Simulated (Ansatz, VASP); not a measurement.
# Si2I in VASP and in Ansatz

File INCAR:

```
  PREC = Accurate
  ENCUT = 520
  EDIFF = 1E-6
  ISMEAR = 0
  SIGMA = 0.1
  LREAL = F
  LASPH = T
  NELM = 60
  ALGO = Normal
  ISIF = 2
  LWAVE = F
  LCHARG = F
  GGA = PE
  NBANDS = 24
```

Contents of KPOINTS:

```
regular mesh
0
Gamma
  4 4 4
```

The input POSCAR:

```
Si2I
1.0
   -3.5307745954      3.5307745954      2.9390208589
    3.5307745954     -3.5307745954      2.9390208589
    3.5307745954      3.5307745954     -2.9390208589
Si I
4 2
Direct
    0.6670000000      0.1670000000      0.8340000000
    0.1670000000      0.3330000000      0.5000000000
    0.3330000000      0.8330000000      0.1660000000
    0.8330000000      0.6670000000      0.5000000000
    0.2500000000      0.2500000000      0.0000000000
    0.7500000000      0.7500000000      0.0000000000
```

Input for Ansatz:

```yaml
crystal:
  lattice:
    - [-3.5307745954, 3.5307745954, 2.9390208589]
    - [3.5307745954, -3.5307745954, 2.9390208589]
    - [3.5307745954, 3.5307745954, -2.9390208589]
  atoms:
    - { symbol: Si, position: [0.667, 0.167, 0.834] }
    - { symbol: Si, position: [0.167, 0.333, 0.5] }
    - { symbol: Si, position: [0.333, 0.833, 0.166] }
    - { symbol: Si, position: [0.833, 0.667, 0.5] }
    - { symbol: I, position: [0.25, 0.25, 0.0] }
    - { symbol: I, position: [0.75, 0.75, 0.0] }
basis:
  ecutwfc: 420
kpoints:
  mp_grid: { grid: [4, 4, 4] }
hamiltonian:
  xc: pbe
scf:
  occupations: { method: gaussian, width: 0.1 }
  lower_state_search: "off"
output:
  forces: true
  stress: true
  eigenvalues: true
```

Alike in both runs: task single point; functional PBE; k mesh 4 × 4 × 4; occupations gaussian, width 0.1 eV; no spin polarisation.

|  | VASP | Ansatz |
| --- | --- | --- |
| version | VASP 6.6.1 | Ansatz 0.2.0 |
| potentials or method | VASP PAW PBE potentials, release 64 (Si, I) | scalar-relativistic, plane waves, PAW |
| plane-wave cutoff (eV) | 520 | 420 |
| valence electrons in the cell | 30 | 50 |

Ansatz gave:

```
gap on the k mesh at the Fermi level (eV)       : none
pressure (GPa)                                  : 2.1
largest component of the traceless stress (GPa) : 8.80
rms of the force components (eV/Å)              : 0.263
```

Q: What did VASP give for the same quantities?

A: gap on the k mesh at the Fermi level (eV): none; pressure (GPa): 2.1; largest component of the traceless stress (GPa): 8.79; rms of the force components (eV/Å): 0.262.

Atom by atom the forces differ by 0.001 eV/Å (rms over components). A gap of «none» marks a metal or a gap that the smearing closes. With one functional, cell and mesh, what is left measures potentials, basis and numerics. The two sets of potentials don't hold the same shells in valence.

The runs have no spin-orbit coupling, so splittings on I are missing.
